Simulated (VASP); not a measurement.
Calculation: PBE GGA, VASP's PBE PAW potentials (set 64) (plane waves; VASP).

VASP ran on this input.

KPOINTS:
```
Automatic mesh
0
Gamma
5 5 5
0 0 0
```

**INCAR**
```
SYSTEM = B2Au
PREC = Accurate
ENCUT = 400
EDIFF = 1E-6
NELM = 100
ALGO = Normal
LREAL = .FALSE.
LASPH = .TRUE.
ISMEAR = -1
SIGMA = 0.1
GGA = PE
LMAXMIX = 6
LWAVE = .FALSE.
LCHARG = .FALSE.
ISIF = 2
```

### POSCAR
```
B2Au
1
   -3.4398360000     3.4398360000     2.7678150000
    3.4398360000    -3.4398360000     2.7678150000
    3.4398360000     3.4398360000    -2.7678150000
B Au
4 2
Direct
  0.1580000000   0.6580000000   0.8160000000
  0.3420000000   0.1580000000   0.5000000000
  0.6580000000   0.8420000000   0.5000000000
  0.8420000000   0.3420000000   0.1840000000
  0.7500000000   0.7500000000   0.0000000000
  0.2500000000   0.2500000000   0.0000000000
```

POTCAR, in this order: B Au (PBE.64 set). Program: vasp_std.

What will the output report for the number of irreducible k-points (NKPTS), largest plane-wave count, number of space-group operations, FFT grid (NGX, NGY, NGZ)?

number of irreducible k-points (NKPTS): 18
largest plane-wave count: 2409
number of space-group operations: 16
FFT grid (NGX, NGY, NGZ): 40 × 40 × 40

The structure was generated: B2Au was put into an ordered model structure, which need not be its known phase. The cell was not relaxed at this level.
